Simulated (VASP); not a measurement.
Set up this calculation in VASP 6.6.1, as the native input.

| Item | Value |
| --- | --- |
| Task | single point |
| Functional | PBE |
| Potentials or basis | VASP PAW PBE potentials, release 64 (Ru_pv, Br) |
| Cutoff | 520 eV |
| k mesh | 6 × 6 × 6 |
| Occupations | gaussian, width 0.05 eV |
| Spin | non-collinear spin, random start, spin-orbit coupling |
| Starting moments | [[-0.209, 0.113, 0.806], [-0.0, -0.0, 0.0], [-0.0, -0.0, 0.0]] μB |
| Further INCAR settings | ALGO = Fast; EDIFF = 1e-06 |

The structure of RuBr2 lies in POSCAR:

```
RuBr2
1.0
    1.9394384800      1.1197353300      5.8636529700
   -1.9394384800      1.1197353300      5.8636529700
    0.0000000000     -2.2394706600      5.8636529700
Ru Br
1 2
Direct
    0.0000000000      0.0000000000      0.0000000000
    0.2520000000      0.2520000000      0.2520000000
    0.7480000000      0.7480000000      0.7480000000
```

The cell was built by a generator and needn't be a form met in nature.

These files were run (other wordings do the same):

INCAR

```
SYSTEM = RuBr2
PREC = Accurate ; ENCUT = 520
EDIFF = 1E-6 ; ISMEAR = 0
SIGMA = 0.05 ; LREAL = .False.
LASPH = .True. ; NELM = 80
ALGO = Fast ; ISIF = 2
LWAVE = .False. ; LCHARG = .True.
MAGMOM = -0.209 0.113 0.806 0 0 0 0 0 0 ; LORBIT = 11
LSORBIT = .True. ; GGA_COMPAT = .False.
LORBMOM = .True. ; LMAXMIX = 4
GGA = PE ; LVHAR = .True.
```

KPOINTS

```
regular mesh
0
Gamma
  6 6 6
  0 0 0
```

Potentials or basis: VASP PAW PBE potentials, release 64 (Ru_pv, Br).

Run with:

```sh
$ cat potpaw_PBE.64/Ru_pv/POTCAR potpaw_PBE.64/Br/POTCAR > POTCAR
$ mpirun -np 1 vasp_ncl > vasp.out
```

It gave:

```yaml
Pressure: -6.2 GPa
Largest_force: 1.300 eV/Å
Net_moment: 0.00 μB per cell
Valence_electrons_inside_the_program's_atomic_spheres: Ru 12.37; Br 4.80
```

Caveat: forces of over 1 eV/Å show positions far from the minimum, so gaps and moduli don't describe the material at rest.

Wall time 27 min on 1 thread of Intel(R) Xeon(R) 6975P-C (Granite Rapids), with other jobs on the host, peak memory 0.99 GiB.
